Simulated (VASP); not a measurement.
Data:

```xyz
2
Lattice="3.1386 0.0000 0.0000 0.0000 3.1386 0.0000 0.0000 0.0000 3.1386" Properties=species:S:1:pos:R:3 pbc="T T T"
B      0.0000     0.0000     0.0000
Bi     1.5693     1.5693     1.5693
```

Computed with PBEsol GGA, VASP's PBE PAW potentials (set 64) (plane waves; VASP). Settings: 620 eV cut-off, 12×12×12 Γ-centred mesh, first-order Methfessel-Paxton smearing of 0.10 eV, potentials B Bi_d.

Q: The ions, cell shape and volume at an external pressure of 20.0 GPa are relaxed. Give the cell that the relaxation ends in.

A: 
```xyz
2
Lattice="3.1318 0.0000 0.0000 0.0000 3.1318 0.0000 0.0000 0.0000 3.1318" Properties=species:S:1:pos:R:3 pbc="T T T"
B      0.0000     0.0000     0.0000
Bi     1.5659     1.5659     1.5659
```
Space group Pm-3m (221), at a tolerance of 0.03 Å.

Q: How do energy and volume change from the first to the last step?

A: The energy (σ→0) changes by +12.2 meV/atom and the volume by -0.7 %, in 3 ionic steps.

| step | E(σ→0) (eV) | max force (eV/Å) | pressure (GPa) | volume (Å³) |
|---|---|---|---|---|
| 1 | -7.9967 | 0.000 | 18.84 | 30.92 |
| 2 | -7.9336 | 0.000 | 21.63 | 30.42 |
| 3 | -7.9723 | 0.000 | 19.99 | 30.72 |

The structure was generated: BBi was put into the CsCl type type (Pm-3m), which need not be its known phase. This run relaxes it under an external pressure of 20 GPa. Symmetry was kept, so distortions that lower it aren't found. VASP warned that the highest band is occupied, so more bands are needed.
